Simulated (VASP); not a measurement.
A convergence study with VASP on InSb (zinc blende): one setting is varied, all else stays as given below, so the limit is that of these other settings. Each run relaxes cell and ions from the cell shown. The basis is that of the starting cell, so low cut-offs carry a Pulay error.

```xyz
2
Lattice="0.0000 3.2400 3.2400 3.2400 0.0000 3.2400 3.2400 3.2400 0.0000" Properties=species:S:1:pos:R:3 pbc="T T T"
In     0.0000     0.0000     0.0000
Sb     1.6200     1.6200     1.6200
```

The numbers are results of LDA (Ceperley-Alder, Perdew-Zunger), VASP's LDA PAW potentials (set 64) (plane waves; VASP 6.6.1), not measurements. The tightest run used: 700 eV cut-off, 6×6×6 Γ-centred mesh, Gaussian smearing of 0.050 eV, potentials In_d Sb.

### Question
The settings run are ENCUT = 200; ENCUT = 250; ENCUT = 300; ENCUT = 350; ENCUT = 400; ENCUT = 450; ENCUT = 500; ENCUT = 600; ENCUT = 650; ENCUT = 700. From which on does the relaxed volume stay within 0.05 Å³/atom of the tightest run?

### Answer
From ENCUT = 400 on: it is off by 0.023 there and by no more than 0.05 in any finer run, while ENCUT = 350 is off by 0.138.
| setting | relaxed volume (Å³/atom) | E (eV/atom) | plane waves | difference judged (Å³/atom) |
|---|---|---|---|---|
| ENCUT = 200 | 31.112 | -4.1169 | 447 | 2.564 |
| ENCUT = 250 | 33.611 | -4.0961 | 624 | 0.065 |
| ENCUT = 300 | 33.512 | -4.0965 | 821 | 0.164 |
| ENCUT = 350 | 33.538 | -4.0958 | 1020 | 0.138 |
| ENCUT = 400 | 33.653 | -4.0961 | 1258 | 0.023 |
| ENCUT = 450 | 33.677 | -4.0962 | 1488 | 0.001 |
| ENCUT = 500 | 33.660 | -4.0961 | 1759 | 0.016 |
| ENCUT = 600 | 33.672 | -4.0960 | 2285 | 0.004 |
| ENCUT = 650 | 33.677 | -4.0961 | 2637 | 0.001 |
| ENCUT = 700 | 33.676 | -4.0961 | 2884 | 0.000 |

Left out are rungs that failed or repeat a setting and relaxations that didn't move; long series are thinned to 24 rows.

The compound is InSb in the zinc blende structure.
